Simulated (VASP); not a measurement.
Calculation: PBEsol GGA, VASP's PBE PAW potentials (set 64) (plane waves; VASP 6.6.1).

VASP ran on this input.

INCAR:
```
ALGO = Normal
EDIFF = 1E-7
EDIFFG = -0.01
ENCUT = 520
GGA = PS
IBRION = 2
ISIF = 4
ISMEAR = 1
ISPIN = 2
LASPH = .TRUE.
LCHARG = .FALSE.
LMAXMIX = 4
LORBIT = 10
LREAL = .FALSE.
LWAVE = .FALSE.
MAGMOM = 2*1.6
NELM = 100
NSW = 30
PREC = Accurate
SIGMA = 0.1
SYSTEM = Co
```

POSCAR:
```
Co
1
    1.2151947533    -2.1047792726     0.0000000000
    1.2151947533     2.1047792726     0.0000000000
    0.0000000000     0.0000000000     3.9201379053
Co
2
Direct
  0.3333330000   0.6666670000   0.2500000000
  0.6666670000   0.3333330000   0.7500000000
```

File KPOINTS:
```
Automatic mesh
0
G
  17 17 9
0 0 0
```

POTCAR, in this order: Co (PBE.64 set). Program: vasp_std.

Output

OSZICAR:
```
       N       E                     dE             d eps       ncg     rms          rms(c)
DAV:   1     0.794696562130E+02    0.79470E+02   -0.83094E+03 10100   0.162E+03
DAV:   2    -0.157108711153E+02   -0.95181E+02   -0.88180E+02  9921   0.260E+02
DAV:   3    -0.179462560731E+02   -0.22354E+01   -0.21802E+01 11790   0.565E+01
DAV:   4    -0.179803591962E+02   -0.34103E-01   -0.34095E-01 14431   0.537E+00
DAV:   5    -0.179806579213E+02   -0.29873E-03   -0.29872E-03 12122   0.479E-01    0.170E+01
DAV:   6    -0.158284223442E+02    0.21522E+01   -0.13977E+01 10866   0.783E+01    0.720E+00
DAV:   7    -0.155001446214E+02    0.32828E+00   -0.17663E+00 11377   0.264E+01    0.407E+00
DAV:   8    -0.154748114523E+02    0.25333E-01   -0.18840E-02 14035   0.156E+00    0.208E+00
DAV:   9    -0.154571038776E+02    0.17708E-01   -0.40015E-03 14996   0.113E+00    0.673E-01
DAV:  10    -0.154572526434E+02   -0.14877E-03   -0.16115E-03 13717   0.634E-01    0.121E-01
DAV:  11    -0.154572313928E+02    0.21251E-04   -0.69572E-05 13845   0.141E-01    0.385E-02
DAV:  12    -0.154572264216E+02    0.49712E-05   -0.55308E-06 12238   0.288E-02    0.182E-02
DAV:  13    -0.154572249639E+02    0.14577E-05   -0.18771E-06 14754   0.211E-02    0.902E-03
DAV:  14    -0.154572252979E+02   -0.33402E-06   -0.35370E-07 10705   0.815E-03    0.306E-03
DAV:  15    -0.154572249886E+02    0.30938E-06   -0.53655E-08  5748   0.461E-03    0.227E-03
DAV:  16    -0.154572251079E+02   -0.11939E-06   -0.11343E-08  5517   0.208E-03    0.737E-04
DAV:  17    -0.154572251381E+02   -0.30134E-07   -0.22875E-09  5447   0.604E-04
   1 F= -.15457225E+02 E0= -.15457324E+02  d E =-.154572E+02  mag=     3.1059
       N       E                     dE             d eps       ncg     rms          rms(c)
DAV:   1    -0.154573868466E+02   -0.16174E-03   -0.48411E-03 11111   0.600E-01    0.755E-02
DAV:   2    -0.154572831713E+02    0.10368E-03   -0.73157E-05 13405   0.151E-01    0.389E-02
DAV:   3    -0.154572476440E+02    0.35527E-04   -0.45758E-05 12471   0.812E-02    0.104E-02
DAV:   4    -0.154572492912E+02   -0.16472E-05   -0.38871E-06 11409   0.293E-02    0.315E-03
DAV:   5    -0.154572490331E+02    0.25806E-06   -0.21079E-07  8400   0.897E-03    0.193E-03
DAV:   6    -0.154572489861E+02    0.46996E-07   -0.77226E-08  5421   0.437E-03
   2 F= -.15457249E+02 E0= -.15457351E+02  d E =-.238480E-04  mag=     3.1049
```

File OUTCAR:
```
------------------------ aborting loop because EDIFF is reached ----------------------------------------
  FORCE on cell =-STRESS in cart. coord.  units (eV):
  Direction    XX          YY          ZZ          XY          YZ          ZX
  --------------------------------------------------------------------------------------
  Total        0.9977761      0.9977764      0.9923335      0.0000000      0.0000000     -0.0000000
  in kB       79.7186453     79.7186626     79.2837974      0.0000000      0.0000000     -0.0000000
  external PRESSURE =      79.5737018 kB  Pullay stress =       0.0000000 kB
  volume of cell :       20.05
      direct lattice vectors                 reciprocal lattice vectors
     1.214633208 -2.103806658 -0.000000000     0.411646904 -0.237664425 -0.000000000
     1.214633208  2.103806658 -0.000000000     0.411646904  0.237664425  0.000000000
     0.000000000 -0.000000000  3.923763416     0.000000000  0.000000000  0.254857364
 POSITION                                       TOTAL-FORCE (eV/Angst)
 -----------------------------------------------------------------------------------
      1.21463      0.70127      0.98094        -0.000000     -0.000000      0.000000
      1.21463     -0.70127      2.94282         0.000000      0.000000      0.000000
 -----------------------------------------------------------------------------------
    total drift:                               -0.000022     -0.000008     -0.000030
  FREE ENERGIE OF THE ION-ELECTRON SYSTEM (eV)
  ---------------------------------------------------
  free  energy   TOTEN  =       -15.4572489861 eV

  energy  without entropy=      -15.4575541911  energy(sigma->0) =      -15.45735072

 total charge

# of ion       s       p       d       tot
------------------------------------------
    1        0.524   0.598   7.316   8.438
    2        0.524   0.598   7.316   8.438
--------------------------------------------------
tot          1.047   1.195  14.633  16.875

 magnetization (x)

# of ion       s       p       d       tot
------------------------------------------
    1       -0.015  -0.050   1.618   1.553
    2       -0.015  -0.050   1.618   1.553
--------------------------------------------------
tot         -0.030  -0.100   3.235   3.105

 reached required accuracy - stopping structural energy minimisation
```
(Selected blocks of OUTCAR.)

CONTCAR:
```
Co
   1.00000000000000
     1.2146332078112816   -2.1038066575230712   -0.0000000000000000
     1.2146332078112816    2.1038066575230712   -0.0000000000000000
     0.0000000000000000   -0.0000000000000000    3.9237634160887329
  Co
     2
Direct
     0.3333330000000032    0.6666669999999968    0.2500000000000000
     0.6666669999999968    0.3333330000000032    0.7500000000000000
```

**OUTCAR**
```
 val. band max:       11.2115200209   @ k =   0.2353   0.0000   0.1111

 cond. band min:      11.2242990022   @ k =   0.1765   0.0000   0.2222


 Fermi energy:        11.2223118776

 spin component 1

 k-point     1 :       0.0000    0.0000    0.0000
  band No.  band energies     occupation
      1       1.7823      1.00000
      2       5.6967      1.00000
      3       8.5280      1.00000
      4       8.5466      1.00000
      5       8.5466      1.00000
      6       8.9073      1.00000
      7       8.9073      1.00000
      8       9.3022      1.00000
      9       9.3022      1.00000
     10      10.5580      1.00000
     11      10.5580      1.00000
     12      11.0660      1.02476
     13      18.3177      0.00000
     14      33.7959      0.00000
     15      37.1496      0.00000

 k-point     2 :       0.0588    0.0000    0.0000
  band No.  band energies     occupation
      1       1.9116      1.00000
      2       5.7773      1.00000
      3       8.3615      1.00000
      4       8.6109      1.00000
      5       8.6935      1.00000
      6       8.8753      1.00000
      7       8.9643      1.00000
      8       9.2280      1.00000
      9       9.2604      1.00000
     10       9.8922      1.00000
     11      10.5764      1.00000
     12      11.8878     -0.00000
     13      18.3348      0.00000
     14      33.0426      0.00000
     15      35.1621      0.00000

 k-point     3 :       0.1176    0.0000    0.0000
  band No.  band energies     occupation
      1       2.2923      1.00000
      2       5.9998      1.00000
      3       8.1495      1.00000
      4       8.7515      1.00000
      5       8.7984      1.00000
      6       8.8258      1.00000
      7       8.9055      1.00000
      8       9.1296      1.00000
      9       9.1480      1.00000
     10       9.4018      1.00000
     11      10.6222      1.00000
     12      13.0291     -0.00000
     13      18.3919      0.00000
...
```

The compound is Co in the hcp structure. This cell is one point of a volume scan, at 0.97 of the reference volume. Symmetry was kept, so distortions that lower it aren't found.
